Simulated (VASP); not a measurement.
Consider the following.

```
Ga4AsP3
1.0
    5.48723     0.00000     0.00000
    0.00000     5.48723     0.00000
    0.00000     0.00000     5.48723
Ga P As
4 3 1
Direct
  0.99560   0.00440   0.00440
  0.50440   0.49560   0.00440
  0.50440   0.00440   0.49560
  0.99560   0.49560   0.49560
  0.25000   0.25000   0.25000
  0.75000   0.75000   0.25000
  0.75000   0.25000   0.75000
  0.25000   0.75000   0.75000
```

Calculation: PBEsol GGA, VASP's PBE PAW potentials (set 64) (plane waves; VASP). Numerical set-up: 400 eV cut-off, Gaussian smearing of 0.050 eV, potentials Ga_d P As.

### Question
Give the energies of bands 29 to 42 at the high-symmetry points, in eV from the valence-band maximum.

### Answer

```tsv
band	Γ	X	M	R
29	-2.81	-3.67	-3.61	-1.37
30	-2.81	-3.67	-3.48	-1.37
31	-2.70	-3.51	-3.48	-1.25
32	-2.70	-3.41	-3.38	-1.25
33	-2.70	-1.87	-1.46	-1.25
34	0.00	-1.87	-1.31	-0.93
35	0.00	-1.60	-1.10	-0.93
36	0.00	-1.60	-1.10	-0.93
37	1.16	1.91	2.85	1.40
38	1.49	2.10	2.85	1.43
39	1.57	3.43	3.04	1.43
40	1.57	3.56	3.19	1.43
41	1.65	4.62	5.46	4.47
42	1.65	4.64	5.49	4.48
```

The gap is direct, 1.16 eV, from the valence maximum at Γ to the conduction minimum at Γ.

The structure was generated: Ga4AsP3 was put into an ordered model structure (P-43m), which need not be its known phase. It was relaxed first.
